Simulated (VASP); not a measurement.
The system is GaAs.

```
Ga As
1.0
     0.00000    2.87509    2.87509
     2.87509    0.00000    2.87509
     2.87509    2.87509    0.00000
Ga As
1 1
Direct
  0.00000 0.00000 0.00000
  0.75000 0.75000 0.75000
```

The cell is a database's computed one.

| Quantity | Value |
| --- | --- |
| Program | VASP 6.6.1 |
| Task | relaxation of cell and atoms |
| Functional | LDA |
| Potentials or basis | VASP PAW LDA potentials, release 64 (Ga_d, As) |
| Cutoff | 600 eV |
| k mesh | 12 × 12 × 12 |
| Occupations | gaussian, width 0.1 eV |
| Spin | no spin polarisation |

At the start: pressure -4.6 GPa; volume 23.77 Å³/atom.

Task: How do energy, volume and symmetry change on relaxing?

Result: Over 20 steps the energy falls by 25.9 meV/atom and the volume is 22.09 Å³/atom (-7.1 %); space group F-43m (No. 216, to 0.05 Å).

The path:
```
step  energy change (eV)  largest force (eV/Å)  pressure (GPa)  volume (Å³)
   1              0.0000                0.0000           -4.59        47.53
   2             -0.0444                0.0000            2.10        43.00
   3             -0.0519                0.0000            0.03        44.16
   4             -0.0519                0.0000           -0.16        44.22
   5             -0.0519                0.0000           -0.06        44.22
   6             -0.0519                0.0000           -0.11        44.22
   7             -0.0519                0.0000           -0.09        44.21
   8             -0.0519                0.0000           -0.10        44.21
   9             -0.0519                0.0000           -0.10        44.21
  10             -0.0519                0.0000           -0.10        44.21
  11             -0.0519                0.0000           -0.03        44.20
  12             -0.0519                0.0000           -0.08        44.20
  13             -0.0519                0.0000           -0.03        44.20
  14             -0.0519                0.0000           -0.07        44.20
  15             -0.0519                0.0000           -0.07        44.19
  16             -0.0519                0.0000           -0.03        44.19
  17             -0.0519                0.0000            0.02        44.17
  18             -0.0519                0.0000           -0.08        44.18
  19             -0.0519                0.0000            0.02        44.17
  20             -0.0519                0.0000           -0.01        44.17
```

Final structure:
```
CELL_PARAMETERS angstrom
0.00000 2.80573 2.80573
2.80573 0.00000 2.80573
2.80573 2.80573 0.00000
ATOMIC_POSITIONS crystal
Ga 0.00000 0.00000 0.00000
As 0.75000 0.75000 0.75000
```
